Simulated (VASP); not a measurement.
Input:

```
PtSe2
1.0
    3.74498     0.00000     0.00000
   -1.87249     3.24325     0.00000
    0.00000     0.00000     4.75268
Pt Se
1 2
Cartesian
 -1.87249   3.24325   0.00000
  1.87249   1.08108   3.49023
  0.00000   2.16217   1.26244
```

Level of theory: LDA (Ceperley-Alder, Perdew-Zunger), VASP's LDA PAW potentials (set 64) (plane waves; VASP 6.6.1). Run with 400 eV cut-off, Gaussian smearing of 0.050 eV, potentials Pt Se.

Unless said otherwise, spin-orbit coupling is left out, though it shifts the bands of the heavy elements here.

**Question.** What does the run give for the band gap (along the path) with the smallest direct gap where there is one?

**Answer.** 
```yaml
band gap (along the path): none (metal, semimetal or under 0.01 eV)
```

The absolute energy has meaning only against runs of the same code, potentials and settings.

The structure comes from a computed database's PtSe2 entry (P-3m1); how it stands against other phases isn't given here. It was relaxed first, which changed the volume by -17 %.
